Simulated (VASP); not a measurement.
A convergence study with VASP on KF (rock salt): one setting is varied, all else stays as given below, so the limit is that of these other settings.

```xyz
2
Lattice="0.0000 2.6750 2.6750 2.6750 0.0000 2.6750 2.6750 2.6750 0.0000" Properties=species:S:1:pos:R:3 pbc="T T T"
K      0.0000     0.0000     0.0000
F      2.6750     2.6750     2.6750
```

These are PBE GGA, VASP's PBE PAW potentials (set 64) (plane waves; VASP) values and carry that method's errors. The tightest run used: 700 eV cut-off, 18×18×18 Γ-centred mesh, Gaussian smearing of 0.050 eV, potentials K_sv F.

```
setting     E (eV/atom)  pressure (GPa)  irreducible k-points
----------  -----------  --------------  --------------------
1×1×1 mesh      -2.6734           22.59                     1
2×2×2 mesh      -4.1372            1.34                     3
3×3×3 mesh      -4.1475            1.24                     4
```

Question: These are the cheaper rows. Estimate the results at 18×18×18 mesh, and how far the last row shown lies from them.

Answer: 
```csv
quantity,tightest run,last row shown is off by
E (eV/atom),-4.1479,0.0004
pressure (GPa),1.23,0.01
```

Left out are rungs that failed or repeat a setting and relaxations that didn't move; long series are thinned to 24 rows.

The compound is KF in the rock salt structure. The cell was not relaxed at this level.
